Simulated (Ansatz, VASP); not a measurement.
# Ca13Si15P4O53 (glassy 50SiO2-43CaO-7P2O5 (mol %)) in two plane-wave programs

One calculation is typed for both programs; each brings its own data sets. How far apart do they land? The structure shown is the start of the Ansatz relaxation below; VASP solves that cell, so the two are compared at the walk's first step.

Main program and level: Ansatz 0.2.0; plane waves, with VASP 6.6.1 beside it; single point at RPBE.

### Step 1. Starting point

The cell holds 85 atoms: 15 Si, 13 Ca, 4 P and 53 O. Cell: a = 10.562 Å, b = 10.562 Å, c = 10.562 Å, α = 90.0°, β = 90.0°, γ = 90.0°. As first built, before any earlier steps moved the atoms (in the runner's words): 85 atoms (15 Si, 13 Ca, 4 P, 53 O) placed at random at 2.63 g/cm^3, melted at 4000 K for 10 ps at fixed volume with the Morse and Coulomb pair potential with partial charges (Pedone, Malavasi, Menziani, Cormack and Segre, J. Phys. Chem. B 110, 11780 (2006)). Quenched from 4000 K to 300 K at 30 K/ps and fixed volume, held 10 ps at zero pressure.

### Step 2. Ansatz: relaxation, RPBE

Ansatz runs on its default PAW (the set named soft_2) files.

The two programs are compared at the cell with which this relaxation starts, whose forces are those of its first step.

Input file input.yaml:

```yaml
crystal:
  lattice:
    - [10.56184, 0.0, 0.0]
    - [0.0, 10.56184, 0.0]
    - [0.0, 0.0, 10.56184]
  atoms:
    - { symbol: Si, position: [0.67426, 0.43738, 0.53281] }
    - { symbol: Si, position: [0.40127, 0.75265, 0.82686] }
    - { symbol: Si, position: [0.34022, 0.00668, 0.94831] }
    - { symbol: Si, position: [0.47916, 0.41675, 0.17654] }
    - { symbol: Si, position: [0.12863, 0.19484, 0.04624] }
    - { symbol: Si, position: [0.55113, 0.21704, 0.97121] }
    - { symbol: Si, position: [0.06189, 0.46611, 0.0591] }
    - { symbol: Si, position: [0.19443, 0.3969, 0.61706] }
    - { symbol: Si, position: [0.9119, 0.12502, 0.54807] }
    - { symbol: Si, position: [0.24871, 0.61029, 0.2331] }
    - { symbol: Si, position: [0.07143, 0.72508, 0.44233] }
    - { symbol: Si, position: [0.42284, 0.60482, 0.55061] }
    - { symbol: Si, position: [0.65739, 0.41596, 0.82208] }
    - { symbol: Si, position: [0.69244, 0.80829, 0.87019] }
    - { symbol: Si, position: [0.12901, 0.92569, 0.63098] }
    - { symbol: Ca, position: [0.33167, 0.43199, 0.87932] }
    - { symbol: Ca, position: [0.93961, 0.35408, 0.81344] }
    - { symbol: Ca, position: [0.11208, 0.74398, 0.92083] }
    - { symbol: Ca, position: [0.20008, 0.14059, 0.38963] }
    - { symbol: Ca, position: [0.7909, 0.57956, 0.07579] }
    - { symbol: Ca, position: [0.65627, 0.6813, 0.33544] }
    - { symbol: Ca, position: [0.91604, 0.60758, 0.72138] }
    - { symbol: Ca, position: [0.85909, 0.20802, 0.20372] }
    - { symbol: Ca, position: [0.9819, 0.43742, 0.38669] }
    - { symbol: Ca, position: [0.9013, 0.02625, 0.87415] }
    - { symbol: Ca, position: [0.67105, 0.98204, 0.16985] }
    - { symbol: Ca, position: [0.41639, 0.14109, 0.69429] }
    - { symbol: Ca, position: [0.40796, 0.88875, 0.51372] }
    - { symbol: P, position: [0.70014, 0.92116, 0.58992] }
    - { symbol: P, position: [0.38186, 0.87456, 0.21769] }
    - { symbol: P, position: [0.53257, 0.22544, 0.39613] }
    - { symbol: P, position: [0.93502, 0.85637, 0.20771] }
    - { symbol: O, position: [0.7294, 0.43954, 0.67848] }
    - { symbol: O, position: [0.90005, 0.16859, 0.69671] }
    - { symbol: O, position: [0.33634, 0.88525, 0.86335] }
    - { symbol: O, position: [0.66271, 0.17764, 0.05885] }
    - { symbol: O, position: [0.9601, 0.42369, 0.15822] }
    - { symbol: O, position: [0.25827, 0.29995, 0.71404] }
    - { symbol: O, position: [0.01162, 0.84254, 0.09113] }
    - { symbol: O, position: [0.72908, 0.87072, 0.72753] }
    - { symbol: O, position: [0.99046, 0.19503, 0.98271] }
    - { symbol: O, position: [0.75522, 0.42378, 0.92704] }
    - { symbol: O, position: [0.17066, 0.3516, 0.01998] }
    - { symbol: O, position: [0.15144, 0.34062, 0.48149] }
    - { symbol: O, position: [0.41027, 0.18856, 0.46054] }
    - { symbol: O, position: [0.50461, 0.32062, 0.28995] }
    - { symbol: O, position: [0.67314, 0.80781, 0.5067] }
    - { symbol: O, position: [0.96272, 0.65677, 0.51542] }
    - { symbol: O, position: [0.30644, 0.75084, 0.19678] }
    - { symbol: O, position: [0.25491, 0.99968, 0.64748] }
    - { symbol: O, position: [0.42283, 0.72294, 0.66886] }
    - { symbol: O, position: [0.57716, 0.99708, 0.60916] }
    - { symbol: O, position: [0.78508, 0.69297, 0.88433] }
    - { symbol: O, position: [0.05691, 0.86969, 0.74824] }
    - { symbol: O, position: [0.47097, 0.33105, 0.04511] }
    - { symbol: O, position: [0.14561, 0.57614, 0.1265] }
    - { symbol: O, position: [0.15744, 0.61894, 0.36073] }
    - { symbol: O, position: [0.36889, 0.94767, 0.09361] }
    - { symbol: O, position: [0.73178, 0.91872, 0.96374] }
    - { symbol: O, position: [0.80103, 0.01079, 0.53801] }
    - { symbol: O, position: [0.81815, 0.77017, 0.2076] }
    - { symbol: O, position: [0.31386, 0.95068, 0.31986] }
    - { symbol: O, position: [0.61283, 0.30084, 0.49593] }
    - { symbol: O, position: [0.75884, 0.47753, 0.4257] }
    - { symbol: O, position: [0.88644, 0.98889, 0.22587] }
    - { symbol: O, position: [0.55127, 0.52576, 0.53665] }
    - { symbol: O, position: [0.4501, 0.10661, 0.92582] }
    - { symbol: O, position: [0.58727, 0.27595, 0.83484] }
    - { symbol: O, position: [0.54535, 0.77697, 0.86932] }
    - { symbol: O, position: [0.0078, 0.5213, 0.93281] }
    - { symbol: O, position: [0.60237, 0.11372, 0.34317] }
    - { symbol: O, position: [0.5225, 0.85489, 0.24655] }
    - { symbol: O, position: [0.13633, 0.17357, 0.18499] }
    - { symbol: O, position: [0.91046, 0.21942, 0.4328] }
    - { symbol: O, position: [0.07818, 0.46675, 0.68619] }
    - { symbol: O, position: [0.21888, 0.08969, 0.97026] }
    - { symbol: O, position: [0.02049, 0.8194, 0.32132] }
    - { symbol: O, position: [0.3105, 0.65091, 0.87934] }
    - { symbol: O, position: [0.58282, 0.52289, 0.16706] }
    - { symbol: O, position: [0.34683, 0.49362, 0.21411] }
    - { symbol: O, position: [0.03858, 0.02496, 0.55635] }
    - { symbol: O, position: [0.41272, 0.675, 0.42362] }
    - { symbol: O, position: [0.31313, 0.50276, 0.58995] }
    - { symbol: O, position: [0.15962, 0.80406, 0.53389] }
    - { symbol: O, position: [0.53982, 0.51117, 0.81479] }
kpoints:
  mp_grid: { grid: [1, 1, 1] }
hamiltonian:
  xc: rpbe
scf:
  occupations: { method: fixed }
output:
  forces: true
relax:
  f_tol: 0.05
  max_steps: 150
  cell: {}
```

Started as:

```console
ansatz run input.yaml --threads 4 --pin off --max-ram 8192MiB --backend cpu --events-out ev --progress --plain --runs-dir out
```

Numbers of over 12 decimals in the logs are rounded to 6 here.

What it wrote:

```text
Engine: ansatz 0.2.0, x86_64-unknown-linux-gnu
Pseudopotentials: kind: paw
Pseudopotential: Si, paw, valence charge 4, recommended cutoff 420 eV (normal), Si.paw.azcp
Pseudopotential: Ca, paw, valence charge 10, recommended cutoff 420 eV (normal), Ca.paw.azcp
Pseudopotential: P, paw, valence charge 5, recommended cutoff 420 eV (normal), P.paw.azcp
Pseudopotential: O, paw, valence charge 6, recommended cutoff 420 eV (normal), O.paw.azcp
Functional definition: RPBE
  parameter kappa = 0.804
  parameter beta = 0.066725
  exchange = rpbe_x(kappa = kappa, mu = beta*pi^2/3)
  correlation = pbe_c(beta = beta)
Crystal: 85 atoms, lattice volume = 1178.199 Å³
Basis set: ecut = 420 eV, 22983 PW (Γ), exchange–correlation on 144×144×144 points (8 copies of the dense FFT grid, shifted against one another)
Bands: 349, of which v1, the nominal top of the filled ones, is band 264 counted from 1 (263 counted from 0)
Symmetry: 1 space group operations
Space group: P1 (ITA 1), of the structure as read, at distance tolerance 1.1e-4 Å
k-points: 1
Non-local potential: Si, projectors of the file, l = 0: 2, l = 1: 2, l = 2: 2
Non-local potential: Ca, projectors of the file, l = 0: 3, l = 1: 2, l = 2: 2
Non-local potential: P, projectors of the file, l = 0: 2, l = 1: 2, l = 2: 2
Non-local potential: O, projectors of the file, l = 0: 2, l = 1: 2, l = 2: 1
PAW form: soft (Blöchl's): semilocal exchange-correlation on the pseudo side does not see the compensation charge
PAW frozen core: Si, regenerated for the run's functional, and the local potential with it (the file was generated under x = pbe(κ = 0.804, μ = 0.219515), c = pbe(β = 0.066725))
PAW frozen core: Ca, regenerated for the run's functional, and the local potential with it (the file was generated under x = pbe(κ = 0.804, μ = 0.219515), c = pbe(β = 0.066725))
PAW frozen core: P, regenerated for the run's functional, and the local potential with it (the file was generated under x = pbe(κ = 0.804, μ = 0.219515), c = pbe(β = 0.066725))
PAW frozen core: O, regenerated for the run's functional, and the local potential with it (the file was generated under x = pbe(κ = 0.804, μ = 0.219515), c = pbe(β = 0.066725))
PAW one-centre angular grid: Si, 110 points (default); XC on 64 Gauss nodes
PAW one-centre angular grid: Ca, 110 points (default); XC on 64 Gauss nodes
PAW one-centre angular grid: P, 110 points (default); XC on 64 Gauss nodes
PAW one-centre angular grid: O, 110 points (default); XC on 64 Gauss nodes
Initial density: superposition of atomic densities (neutral atoms: chi_scale 0, normalization atom), corrected by the library's trained network
Initial wavefunctions: pseudopotential atomic-orbital guess
Functional: x = rpbe, c = pbe(β = 0.066725)
SCF iter   1: F=—  HF=-66559.920510 eV  |F-HF|=—  |Δ(HF+E_count)|=         —  Δρ=4.54e-3  dr2=2.55e-1  ethr=1.77e-3  ⟨swp⟩=9.0  Hψ=1231  notcnv=0  defer=83
preconditioner: auto → Resta (q_TF=auto, 2.387 Å⁻¹)  ε∞=3.1  [insulator: Δε(μ)=3.432 eV  Ē_g=16.859 eV  n_scr=256 (ndim 8)  ℏωp=24.2 eV  f_vac=0.107  ε∞_Penn≈3.1]
SCF iter   2: F=—  HF=-66559.875686 eV  |F-HF|=—  |Δ(HF+E_count)|=   4.48e-2  Δρ=2.33e-3  dr2=3.60e-2  ethr=4.83e-5  ⟨swp⟩=4.0  Hψ=596  notcnv=0  defer=83
SCF iter   3: F=—  HF=-66559.880439 eV  |F-HF|=—  |Δ(HF+E_count)|=   4.75e-3  Δρ=1.02e-3  dr2=1.26e-2  ethr=6.81e-6  ⟨swp⟩=3.0  Hψ=434  notcnv=0  defer=78
automatic band count: iteration 3 solves 344 bands in place of 349: the levels show a gap, and the empty bands left out lie too high to hold charge; the band table lists the bands solved (type scf.n_extra_bands for more)
SCF iter   4: F=—  HF=-66559.883115 eV  |F-HF|=—  |Δ(HF+E_count)|=   2.68e-3  Δρ=3.76e-4  dr2=1.35e-3  ethr=2.39e-6  ⟨swp⟩=4.0  Hψ=440  notcnv=0  defer=78
SCF iter   5: F=—  HF=-66559.883211 eV  |F-HF|=—  |Δ(HF+E_count)|=   9.60e-5  Δρ=1.25e-4  dr2=1.51e-4  ethr=2.57e-7  ⟨swp⟩=3.0  Hψ=501  notcnv=0  defer=78
SCF iter   6: F=—  HF=-66559.883454 eV  |F-HF|=—  |Δ(HF+E_count)|=   2.44e-4  Δρ=4.91e-5  dr2=2.57e-5  ethr=2.86e-8  ⟨swp⟩=3.0  Hψ=519  notcnv=0  defer=78
SCF iter   7: F=—  HF=-66559.885491 eV  |F-HF|=—  |Δ(HF+E_count)|=   2.04e-3  Δρ=2.15e-5  dr2=4.24e-6  ethr=4.87e-9  ⟨swp⟩=3.0  Hψ=658  notcnv=0  defer=78
SCF iter   8: F=—  HF=-66559.885495 eV  |F-HF|=—  |Δ(HF+E_count)|=   3.46e-6  Δρ=6.59e-6  dr2=4.01e-7  ethr=8.03e-10  ⟨swp⟩=2.0  Hψ=455  notcnv=0  defer=78
SCF iter   9: F=—  HF=-66559.885496 eV  |F-HF|=—  |Δ(HF+E_count)|=   1.18e-6  Δρ=3.81e-6  dr2=1.32e-7  ethr=1.89e-11  ⟨swp⟩=6.0  Hψ=1227  notcnv=0
SCF iter  10: F=-66559.885496 eV  HF=-66559.885496 eV  |F-HF|=1.28e-8  |Δ(HF+E_count)|=   3.41e-8  Δρ=1.02e-6  dr2=1.08e-8  ethr=1.89e-11  ⟨swp⟩=5.0  Hψ=1063  notcnv=0
SCF 1 converged in 10 iterations: F = -66559.885496 eV  dr2 = 1.08e-8
[...]
atom  64  O     -0.00216168     0.00330745     0.00437600
  atom  65  O      0.00111390     0.00188942    -0.00018890
  atom  66  O      0.00230657    -0.00876029     0.00211343
  atom  67  O     -0.00383832    -0.00933041     0.00115556
  atom  68  O      0.00437793     0.00075093    -0.00182038
  atom  69  O      0.00100051     0.00206924     0.00109344
  atom  70  O      0.00130735    -0.00317235     0.00292322
  atom  71  O      0.00510997    -0.01060442    -0.00219651
  atom  72  O     -0.00609817     0.00308875     0.00564312
  atom  73  O     -0.00882187     0.00150617    -0.00196767
  atom  74  O      0.00248258    -0.00590062     0.00557141
  atom  75  O     -0.01182874     0.00184760    -0.00629209
  atom  76  O      0.02368223    -0.02139902    -0.02177985
  atom  77  O     -0.00030150     0.00185831     0.00761015
  atom  78  O     -0.00239224     0.00100587     0.00011206
  atom  79  O     -0.00015290     0.00032658    -0.00113695
  atom  80  O      0.01680658     0.00156321    -0.00073051
  atom  81  O      0.00256212    -0.00037207     0.00602464
  atom  82  O     -0.00013983     0.00180283     0.00385805
  atom  83  O      0.00496652    -0.00546117     0.00818411
  atom  84  O      0.00332137     0.00766798     0.00914296
  atom  85  O      0.00420578    -0.01046781    -0.00015207
  max |Σ_I F_I| component: 3.49e-5 eV/Å
--- Stress (GPa, compression-positive) ---
        0.017181      -0.007399       0.012774
       -0.007398       0.011608      -0.012568
        0.012774      -0.012569      -0.000967
  P = ⅓ Tr σ = 0.0093 GPa (0.093 kbar)
--- Relaxed structure (22 steps of the walk, 19 accepted, 3 SCFs on fresh bases) ---
  F+E_penalty+E_count = -66569.12728090 eV   max|allowed force component| = 4.224e-2 eV/Å   (the final SCF, on the basis selected at the relaxed cell)
  cell:  # Å, volume = 1231.3882 Å³
    - [10.708903, 0.084122, 0.425719]
    - [0.084122, 10.721545, -0.183782]
    - [0.425719, -0.183782, 10.745736]
  atoms:
    - { symbol: Si, position: [0.636494, 0.444284, 0.550988] }
    - { symbol: Si, position: [0.407576, 0.764314, 0.824333] }
    - { symbol: Si, position: [0.334112, 0.013805, 0.968093] }
    - { symbol: Si, position: [0.505226, 0.423015, 0.182547] }
    - { symbol: Si, position: [0.107163, 0.184724, 0.078602] }
    - { symbol: Si, position: [0.538614, 0.217657, 0.965845] }
    - { symbol: Si, position: [0.071254, 0.455621, 0.089348] }
    - { symbol: Si, position: [0.189691, 0.419143, 0.627909] }
    - { symbol: Si, position: [0.911556, 0.125943, 0.578102] }
    - { symbol: Si, position: [0.269102, 0.616092, 0.209194] }
    - { symbol: Si, position: [0.072298, 0.729168, 0.409201] }
    - { symbol: Si, position: [0.399694, 0.614728, 0.570767] }
    - { symbol: Si, position: [0.651391, 0.411935, 0.826538] }
    - { symbol: Si, position: [0.703020, 0.803811, 0.841162] }
    - { symbol: Si, position: [0.127206, 0.935707, 0.613998] }
    - { symbol: Ca, position: [0.354856, 0.456749, 0.898504] }
    - { symbol: Ca, position: [0.967292, 0.331753, 0.841322] }
    - { symbol: Ca, position: [0.100235, 0.710110, 0.899178] }
    - { symbol: Ca, position: [0.208983, 0.139672, 0.406939] }
    - { symbol: Ca, position: [0.784984, 0.566545, 0.031559] }
    - { symbol: Ca, position: [0.647219, 0.673926, 0.338405] }
    - { symbol: Ca, position: [0.858963, 0.598101, 0.648991] }
    - { symbol: Ca, position: [0.881894, 0.174923, 0.260837] }
    - { symbol: Ca, position: [1.008202, 0.424756, 0.421810] }
    - { symbol: Ca, position: [0.928100, 0.012646, 0.884465] }
    - { symbol: Ca, position: [0.664686, 0.978155, 0.130555] }
    - { symbol: Ca, position: [0.401130, 0.166092, 0.679705] }
    - { symbol: Ca, position: [0.426306, 0.890162, 0.498196] }
    - { symbol: P, position: [0.680791, 0.938473, 0.590236] }
    - { symbol: P, position: [0.389053, 0.872789, 0.208137] }
    - { symbol: P, position: [0.551076, 0.225366, 0.383339] }
    - { symbol: P, position: [0.925270, 0.832412, 0.186963] }
    - { symbol: O, position: [0.711112, 0.423347, 0.677799] }
    - { symbol: O, position: [0.913059, 0.160275, 0.725824] }
    - { symbol: O, position: [0.335016, 0.903262, 0.861459] }
    - { symbol: O, position: [0.643760, 0.149529, 0.031900] }
    - { symbol: O, position: [0.984553, 0.424885, 0.212831] }
    - { symbol: O, position: [0.264861, 0.344079, 0.732758] }
    - { symbol: O, position: [0.005854, 0.824361, 0.061036] }
    - { symbol: O, position: [0.734796, 0.847534, 0.689524] }
    - { symbol: O, position: [0.969377, 0.173990, 1.024393] }
    - { symbol: O, position: [0.772549, 0.396627, 0.904601] }
    - { symbol: O, position: [0.158269, 0.327467, 0.034260] }
    - { symbol: O, position: [0.186371, 0.338010, 0.495537] }
    - { symbol: O, position: [0.442202, 0.153964, 0.448570] }
    - { symbol: O, position: [0.488874, 0.325565, 0.301475] }
    - { symbol: O, position: [0.654836, 0.857962, 0.475011] }
    - { symbol: O, position: [0.969719, 0.640550, 0.473767] }
    - { symbol: O, position: [0.318283, 0.754572, 0.159623] }
    - { symbol: O, position: [0.261823, 1.009657, 0.606519] }
    - { symbol: O, position: [0.415736, 0.739822, 0.670188] }
    - { symbol: O, position: [0.560075, 1.005220, 0.645016] }
    - { symbol: O, position: [0.791051, 0.678854, 0.842888] }
    - { symbol: O, position: [0.066797, 0.888588, 0.747990] }
    - { symbol: O, position: [0.470830, 0.336118, 0.057193] }
    - { symbol: O, position: [0.183223, 0.563363, 0.100340] }
[...]
- { symbol: O, position: [0.311507, 0.663749, 0.883897] }
    - { symbol: O, position: [0.630223, 0.502501, 0.180569] }
    - { symbol: O, position: [0.382485, 0.516541, 0.211536] }
    - { symbol: O, position: [0.037690, 0.034579, 0.538266] }
    - { symbol: O, position: [0.439278, 0.676586, 0.439583] }
    - { symbol: O, position: [0.260581, 0.557571, 0.603128] }
    - { symbol: O, position: [0.144425, 0.817105, 0.507731] }
    - { symbol: O, position: [0.551825, 0.518320, 0.874272] }
```

(Continued in part 2 of 2.)

[Lines on the potential files, build, host, timing and source positions are cut from VASP's logs without a mark.]

[Logs are printed without paths, hosts, clocks, repeated set-up lines and the standing remarks that a program may print on its own settings, such as how far it seeks lower states.]

[Hosts, paths, dates, database ids (printed as entryN), source tags and the programs' standing remarks are cut or masked in the printed files.]
